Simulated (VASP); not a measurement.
Here is the system:

```yaml
crystal:
  lattice:
    - [0.00000, 2.79843, 2.79843]
    - [2.79843, 0.00000, 2.79843]
    - [2.79843, 2.79843, 0.00000]
  atoms:
    - { symbol: Ag, position: [0.00000, 0.00000, 0.00000] }
    - { symbol: Cl, position: [0.50000, 0.50000, 0.50000] }
```

Computed with r2SCAN meta-GGA, VASP's PBE PAW potentials (set 64) (plane waves; VASP 6.6.1). Numerical set-up: 520 eV cut-off, 8×8×8 Γ-centred mesh, Gaussian smearing of 0.050 eV, potentials Ag Cl.

### Question
Predict the energy per atom (σ→0), pressure, band gap (on the k-mesh) with the smallest direct gap where there is one.

### Answer

```yaml
band gap (on the k-mesh): 1.43 eV
smallest direct gap (on the k-mesh): 3.61 eV
energy per atom (σ→0): -14.319 eV/atom
pressure: -13.9 kbar
```

Total energies compare only between runs with the same potentials, cut-off and functional.

The compound is AgCl in the rock salt structure. This cell is one point of a volume scan, at 1.03 of the reference volume.
